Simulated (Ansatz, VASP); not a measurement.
# Two plane-wave programs on Al2C3

The input INCAR:

```
SYSTEM = Al2C3
PREC = Accurate
ENCUT = 600
EDIFF = 1E-7
ISMEAR = 0
SIGMA = 0.1
LREAL = .FALSE.
LASPH = .TRUE.
NELM = 100
ALGO = Normal
ISIF = 3
LWAVE = .FALSE.
LCHARG = .FALSE.
GGA = PE
IBRION = 2
NSW = 90
EDIFFG = -0.04
```

KPOINTS

```
regular mesh
0
G
  4 4 4
  0 0 0
```

The input POSCAR:

```
Al2C3
1.0
    4.4042400900      0.0000000000      0.0000000000
    0.0000000000      4.4042400900      0.0000000000
    0.0000000000      0.0000000000      4.4042400900
Al C
2 3
Direct
    0.5000000000      0.5000000000      0.5000000000
    0.0000000000      0.0000000000      0.0000000000
    0.0000000000      0.5000000000      0.5000000000
    0.5000000000      0.0000000000      0.5000000000
    0.5000000000      0.5000000000      0.0000000000
```

Input for Ansatz:

```yaml
crystal:
  lattice:
    - [4.40424009, 0.0, 0.0]
    - [0.0, 4.40424009, 0.0]
    - [0.0, 0.0, 4.40424009]
  atoms:
    - { symbol: Al, position: [0.5, 0.5, 0.5] }
    - { symbol: Al, position: [0.0, 0.0, 0.0] }
    - { symbol: C, position: [0.0, 0.5, 0.5] }
    - { symbol: C, position: [0.5, 0.0, 0.5] }
    - { symbol: C, position: [0.5, 0.5, 0.0] }
basis:
  ecutwfc: 420
kpoints:
  mp_grid: { grid: [4, 4, 4] }
hamiltonian:
  xc: pbe
scf:
  occupations: { method: gaussian, width: 0.1 }
  lower_state_search: "off"
output:
  forces: true
  stress: true
  eigenvalues: true
relax:
  adjacent_minimum: "off"
  f_tol: 0.04
  max_steps: 70
  cell: { stress_tol: 0.4 }
```

Alike in both runs: task relaxation of cell and atoms; functional PBE; k mesh 4 × 4 × 4; occupations gaussian, width 0.1 eV; no spin polarisation.

|  | VASP | Ansatz |
| --- | --- | --- |
| version | VASP 6.6.1 | Ansatz 0.2.0 |
| potentials or method | VASP PAW PBE potentials, release 64 (Al, C) | scalar-relativistic, plane waves, PAW |
| plane-wave cutoff (eV) | 600 | 420 |
| valence electrons in the cell | 18 | 18 |

```csv
,VASP,Ansatz,Ansatz less VASP
"gap on the k mesh at the Fermi level, each at its own relaxed structure (eV)",none,none,-
relaxed volume (Å³/atom),11.93,11.94,+0.009
relaxed cell length with the largest relative difference (Å),3.907,3.908,+0.0010
energy change over the relaxation (meV/atom),-451,-448,+3.8
```

A gap of «none» marks a metal or a gap that the smearing closes.

Caveats: the volume moved by over 15 % at a fixed basis, so the end points are rough (VASP).
